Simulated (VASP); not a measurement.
Input:

```xyz
4
Lattice="4.7418 0.0000 0.0000 0.0000 4.7418 0.0000 0.0000 0.0000 4.7418" Properties=species:S:1:pos:R:3 pbc="T T T"
Sn     0.0000     2.3709     2.3709
Sn     2.3709     0.0000     2.3709
Sn     2.3709     2.3709     0.0000
Sb     0.0000     0.0000     0.0000
```

Level of theory: PBEsol GGA, VASP's PBE PAW potentials (set 64) (plane waves; VASP 6.6.1). Settings: 400 eV cut-off, Gaussian smearing of 0.050 eV, potentials Sn_d Sb.

Problem. Give the energies of bands 17 to 27 at the high-symmetry points, in eV from the Fermi level.

Solution. 
| band | Γ | X | M | R |
|---|---|---|---|---|
| 17 | -6.68 | -9.71 | -8.05 | -6.97 |
| 18 | -5.02 | -5.78 | -8.05 | -6.97 |
| 19 | -5.02 | -4.61 | -7.96 | -6.97 |
| 20 | -4.15 | -2.56 | -1.51 | -5.22 |
| 21 | -4.15 | -2.56 | -1.26 | -5.22 |
| 22 | -4.15 | -1.96 | -1.26 | -5.22 |
| 23 | 1.20 | -1.96 | -1.23 | -4.82 |
| 24 | 1.20 | -0.87 | -0.74 | 4.46 |
| 25 | 1.20 | -0.47 | -0.17 | 4.46 |
| 26 | 1.96 | 2.62 | -0.17 | 4.46 |
| 27 | 1.96 | 2.80 | -0.04 | 5.76 |

It has no gap at this level: it comes out as a metal or semimetal.

The structure comes from a computed database's Sn3Sb entry (Pm-3m); how it stands against other phases isn't given here. It was relaxed first. The electron count is odd and the run is not spin-polarised, which forces a metal.
